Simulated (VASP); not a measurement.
```yaml
crystal:
  lattice:
    - [3.87610, 0.00000, 0.00000]
    - [0.00000, 3.87610, 0.00000]
    - [0.00000, 0.00000, 3.87610]
  atoms:
    - { symbol: Lu, position: [0.00000, 0.00000, 0.00000] }
    - { symbol: In, position: [0.50000, 0.50000, 0.50000] }
    - { symbol: O, position: [0.00000, 0.50000, 0.50000] }
    - { symbol: O, position: [0.50000, 0.50000, 0.00000] }
    - { symbol: O, position: [0.50000, 0.00000, 0.50000] }
```

The numbers are results of PBEsol GGA, VASP's PBE PAW potentials (set 64) (plane waves; VASP 6.6.1), not measurements. Run with 400 eV cut-off, 6×6×6 Γ-centred mesh, Fermi-Dirac smearing of 0.10 eV, potentials Lu_3 In_d O.

At this cut-off the stress carries a Pulay error, which pulls relaxed volumes low.

**Question.** Give the stress tensor in GPa (positive for a compressed cell).

**Answer.** 
```
26.46   0.00   0.00
 0.00  26.46   0.00
 0.00   0.00  26.46
```
The pressure is its mean diagonal, 26.46 GPa.

The structure was generated: LuInO3 was put into an ordered model structure, which need not be its known phase. The cell was not relaxed at this level.
